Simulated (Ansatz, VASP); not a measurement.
# Al (Al wire along [110], 4 atoms a period): VASP beside Ansatz, part 2 of 2

One calculation is typed for both programs; each brings its own data sets. How far apart do they land? Of the first pair: The structure shown is the start of the Ansatz relaxation below; VASP solves that cell, so the two are compared at the walk's first step.

VASP 6.6.1 and Ansatz 0.2.0.

So far: The starting structure; Ansatz: relaxation, PBE; VASP: single point, PBE, start cell, pair 1.

### 3. VASP: single point, PBE, start cell, pair 1 (continued)

Level of this step: PBE; plane waves and PAW (Al) (VASP).

Numbers of over 12 decimals in the logs are rounded to 6 here.

From OUTCAR (step 3):

```text
ion  position               nearest neighbor table
   1  0.385  0.436  0.000-   3 2.86   3 2.86   4 2.86   2 2.86   2 2.86
   2  0.615  0.307  0.500-   3 2.86   1 2.86   1 2.86
   3  0.615  0.564  0.500-   1 2.86   1 2.86   2 2.86   4 2.86   4 2.86
   4  0.385  0.693  0.000-   1 2.86   3 2.86   3 2.86

  LATTYP: Found a simple orthorhombic cell.
 ALAT       =     2.8567110000
 B/A-ratio  =     3.0874666706
 C/A-ratio  =     3.8803365129

 Subroutine GETGRP returns: Found  4 space group operations
 (whereof  2 operations were pure point group operations)

The static configuration has the point symmetry C_1h.
 The point group associated with its full space group is C_2h.

 Found     15 irreducible k-points:

   k-points           NKPTS =     15   k-points in BZ     NKDIM =     15   number of bands    NBANDS=     12

   dimension x,y,z NGX =    60 NGY =   72 NGZ =   20
   dimension x,y,z NGXF=   120 NGYF=  144 NGZF=   40

   ENCUT  =  400.0 eV  29.40 Ry    5.42 a.u.  14.38 18.08  4.66*2*pi/ulx,y,z

   NELECT =      12.0000    total number of electrons

 k-points in reciprocal lattice and weights: Automatic mesh
   0.00000000  0.00000000  0.00000000       0.034
   0.00000000  0.00000000  0.03448276       0.069
   0.00000000  0.00000000  0.06896552       0.069
   0.00000000  0.00000000  0.10344828       0.069
   0.00000000  0.00000000  0.13793103       0.069
   0.00000000  0.00000000  0.17241379       0.069
   0.00000000  0.00000000  0.20689655       0.069
   0.00000000  0.00000000  0.24137931       0.069
   0.00000000  0.00000000  0.27586207       0.069
[...]
0.00000000  0.00000000  0.44827586       0.069
   0.00000000  0.00000000  0.48275862       0.069

 average (electrostatic) potential at core
       1 -81.8726       2 -82.0213       3 -81.8726       4 -82.0213

 E-fermi :  -1.3822

 k-point     1 :       0.0000    0.0000    0.0000
  band No.  band energies     occupation
    ...
      3      -5.8005      2.00000
      4      -5.2004      2.00000
      5      -2.6795      2.00000
      6      -2.3331      2.00000
      7      -2.0428      2.00000
      8      -0.2138      0.00000
      9       0.8173      0.00000
     10       1.6347      0.00000
     11       2.3337      0.00000
     12       2.7771      0.00000

 k-point     2 :       0.0000    0.0000    0.0345
  band No.  band energies     occupation
    ...
      3      -5.7793      2.00000
      4      -5.1792      2.00000
      5      -2.6592      2.00000
      6      -2.3132      2.00000
      7      -2.0226      1.99999
      8      -0.1940      0.00000
      9       0.8371      0.00000
     10       1.6550      0.00000
     11       2.3541      0.00000
     12       2.7976      0.00000

 k-point     3 :       0.0000    0.0000    0.0690
  band No.  band energies     occupation
    ...
      3      -5.7157      2.00000
      4      -5.1157      2.00000
      5      -2.5987      2.00000
      6      -2.2537      2.00000
      7      -1.9618      1.99998
      8      -0.1346      0.00000
      9       0.8965      0.00000
     10       1.7156      0.00000
     11       2.4150      0.00000
     12       2.8588      0.00000

  Total       -0.3508263     -1.6575288     -7.0905699      0.6248729      0.0000000      0.0000000
  in kB       -2.0124826     -9.5082609    -40.6743984      3.5845255      0.0000000      0.0000000
  external PRESSURE =     -17.3983806 kB  Pullay stress =       0.0000000 kB

  energy-cutoff  :      400.00
  volume of cell :      279.30
      direct lattice vectors                 reciprocal lattice vectors
     8.820000000  0.000000000  0.000000000     0.113378685  0.000000000  0.000000000
     0.000000000 11.085000000  0.000000000     0.000000000  0.090211998  0.000000000
     0.000000000  0.000000000  2.856711000     0.000000000  0.000000000  0.350052910

 POSITION                                       TOTAL-FORCE (eV/Angst)
 -----------------------------------------------------------------------------------
      3.40000      4.82832      0.00000        -0.040498      0.047522      0.000000
      5.42000      3.39997      1.42836        -0.116754      0.373450      0.000000
      5.42000      6.25668      1.42836         0.040498     -0.047522      0.000000
      3.40000      7.68503      0.00000         0.116754     -0.373450      0.000000
 -----------------------------------------------------------------------------------
    total drift:                               -0.000000      0.000000     -0.000000

  FREE ENERGIE OF THE ION-ELECTRON SYSTEM (eV)
  ---------------------------------------------------
  free  energy   TOTEN  =       -11.5606643931 eV

  energy  without entropy=      -11.5395989218  energy(sigma->0) =      -11.55013166

 total charge
# of ion       s       p       d       tot
------------------------------------------
    1        0.470   0.288   0.000   0.758
    2        0.496   0.254   0.000   0.750
    3        0.470   0.288   0.000   0.758
    4        0.496   0.254   0.000   0.750
--------------------------------------------------
tot          1.934   1.083   0.000   3.016

[... 3 further parts left out ...]
```

### 4. Side by side

Known differences besides the potentials themselves: the cutoff is 420 eV in Ansatz and 400 eV in VASP. Total energies have different zeros and are not compared.

Forces (eV/Å; atoms numbered as in POSCAR):

```
atom        Ansatz x, y, z          VASP x, y, z
 Al1  -0.042, 0.047, 0.000  -0.040, 0.048, 0.000
 Al2  -0.116, 0.372, 0.000  -0.117, 0.373, 0.000
 Al3  0.042, -0.047, 0.000  0.040, -0.048, 0.000
 Al4  0.116, -0.372, 0.000  0.117, -0.373, 0.000
```

The forces differ by 0.9 meV/Å r.m.s., which is 0.5 % of the r.m.s. force of 0.162 eV/Å (both taken over all components).

### 5. Ansatz: relaxation, PBE

This run makes the geometry at which the two programs are then compared. The cell compared in this pair holds 251.65 Å³, against 279.30 Å³ for the pair before.

The structure compared here is the end of the Ansatz relaxation.

Input file input.yaml:

```yaml
crystal:
  lattice:
    - [8.82, 0.0, 0.0]
    - [0.0, 11.085, 0.0]
    - [0.0, 0.0, 2.856711396]
  atoms:
    - { symbol: Al, position: [0.385487528, 0.435575616, 0.0] }
    - { symbol: Al, position: [0.614512472, 0.306720794, 0.5] }
    - { symbol: Al, position: [0.614512472, 0.564430437, 0.5] }
    - { symbol: Al, position: [0.385487528, 0.693285259, 0.0] }
kpoints:
  mp_grid: { grid: [1, 1, 29] }
scf:
  occupations: { method: fermi_dirac, width: 0.05 }
hamiltonian:
  xc: pbe
relax:
  cell: { fix: [a, b, alpha, beta, gamma] }
  max_steps: 60
```

Launch:

```sh
> ansatz run input.yaml --threads 4 --pin off --max-ram 16384MiB --backend cpu --events-out ev --progress --plain --runs-dir out
```

What it wrote:

```text
[...]
Crystal: 4 atoms, lattice volume = 279.300 Å³
Basis set: ecut = 420 eV, 5477 PW (Γ), exchange–correlation on 120×150×40 points (8 copies of the dense FFT grid, shifted against one another)
Bands: 10, of which v1, the nominal top of the filled ones, is band 6 counted from 1 (5 counted from 0)
Symmetry: 4 space group operations
[...]
k-points: 15 of 29
[...]
P = ⅓ Tr σ = -0.2263 GPa (-2.263 kbar)
--- Relaxed structure (16 steps of the walk, 15 accepted, 1 SCFs on fresh bases) ---
[...]
cell:  # Å, volume = 251.6538 Å³
    - [8.82, 0, 0.0]
    - [0, 11.085, 0.0]
    - [0.0, 0.0, 2.573945]
  atoms:
    - { symbol: Al, position: [0.429467, 0.393169, 0.0] }
    - { symbol: Al, position: [0.710518, 0.385560, 0.5] }
    - { symbol: Al, position: [0.570533, 0.606837, 0.5] }
    - { symbol: Al, position: [0.289482, 0.614446, 0.0] }
[key lines of the parts left out:]
SCF converged after 5 iterations
Free energy (F): -2147.234404 eV
Fermi energy:    -1.003301 eV
```

### 6. VASP: single point, PBE, relaxed cell, pair 2

The same cell, functional, mesh and smearing now go to VASP, with its own data sets.

Input file INCAR:

```
SYSTEM = Al
PREC = Accurate
ENCUT = 500
EDIFF = 1E-06
NELM = 120
ISMEAR = -1
SIGMA = 0.05
LREAL = .FALSE.
ALGO = Normal
GGA = PE
NBANDS = 12
LORBIT = 11
LWAVE = .FALSE.
LCHARG = .FALSE.
ISIF = 2
LASPH = .TRUE.
GGA_COMPAT = .FALSE.
```

Input file POSCAR:

```
Al
1.0
    8.8200000000      0.0000000000      0.0000000000
    0.0000000000     11.0850000000      0.0000000000
    0.0000000000      0.0000000000      2.5739448592
Al
4
Direct
    0.4294665013      0.3931657907      0.0000000000
    0.7105180164      0.3855568494      0.5000000000
    0.5705334987      0.6068342093      0.5000000000
    0.2894819836      0.6144431506      0.0000000000
```

Input file KPOINTS:

```
Automatic mesh
0
Gamma
1 1 29
0 0 0
```

PAW data sets: Al (PBE family, release 64).

Launch:

```sh
> mpirun -np 1 vasp_std
```

What it wrote:

```text
[... set-up lines as in an earlier step ...]
 entering main loop
       N       E                     dE             d eps       ncg     rms          rms(c)
DAV:   1     0.292628160217E+02    0.29263E+02   -0.35869E+03   360   0.658E+02
DAV:   2    -0.114806217032E+02   -0.40743E+02   -0.38127E+02   528   0.931E+01
DAV:   3    -0.132218049010E+02   -0.17412E+01   -0.17232E+01   460   0.207E+01
DAV:   4    -0.132715901560E+02   -0.49785E-01   -0.49756E-01   500   0.460E+00
[...]
DAV:  15    -0.122100093669E+02   -0.88384E-05   -0.11615E-05   464   0.229E-02    0.347E-03
DAV:  16    -0.122100107638E+02   -0.13969E-05   -0.24878E-06   396   0.980E-03    0.127E-03
DAV:  17    -0.122100108195E+02   -0.55671E-07   -0.23424E-07   304   0.344E-03
   1 F= -.12210011E+02 E0= -.12202876E+02  d E =-.142703E-01
```

Parts of OUTCAR (step 6):

```text
  Total       -0.9722309     -0.0719593     -0.0644745      0.0129403      0.0000000      0.0000000
  in kB       -6.1897980     -0.4581357     -0.4104828      0.0823856      0.0000000      0.0000000
  external PRESSURE =      -2.3528055 kB  Pullay stress =       0.0000000 kB

 POSITION                                       TOTAL-FORCE (eV/Angst)
 -----------------------------------------------------------------------------------
      3.78789      4.35824      0.00000        -0.007152     -0.001074      0.000000
      6.26677      4.27390      1.28697        -0.000648      0.005962      0.000000
      5.03211      6.72676      1.28697         0.007152      0.001074      0.000000
      2.55323      6.81110      0.00000         0.000648     -0.005962      0.000000
 -----------------------------------------------------------------------------------
    total drift:                                0.000000      0.000000     -0.000000

  FREE ENERGIE OF THE ION-ELECTRON SYSTEM (eV)
  ---------------------------------------------------
  free  energy   TOTEN  =       -12.2100108195 eV

  energy  without entropy=      -12.1957405690  energy(sigma->0) =      -12.20287569

[... 1 part as in an earlier step ...]

[... 2 further parts left out ...]
[key lines of the parts left out:]
E-fermi :  -0.9883
```

### 7. Side by side

What differs besides the data sets and the points named for the pairs above, as far as they apply: the cutoff is 420 eV in Ansatz and 500 eV in VASP; Ansatz's pressure holds a Pulay correction, VASP's none. Total energies have different zeros and are not compared.

Both answers:

```
      quantity  Ansatz   VASP  difference
pressure (GPa)   -0.23  -0.24       +0.01
```

### 8. Results

```yaml
r_m_s_force_difference_single_point_pbe_start_cell_pair_1: 0.86 meV/Å
difference_in_pressure_single_point_pbe_relaxed_cell_pair_2: 0.0090 GPa
```

**Reading.** The r.m.s. force difference is 0.86 meV/Å (single point, PBE, start cell, pair 1), within the 12 meV/Å picked in this series as the mark of a large difference. How closely two codes agree says nothing of how well the functional describes the real material.

[Lines on the potential files, build, host, timing and source positions are cut from VASP's logs without a mark.]

[Logs are printed without paths, hosts, clocks, repeated set-up lines and the standing remarks that a program may print on its own settings, such as how far it seeks lower states.]

[Hosts, paths, dates, database ids (printed as entryN), source tags and the programs' standing remarks are cut or masked in the printed files.]
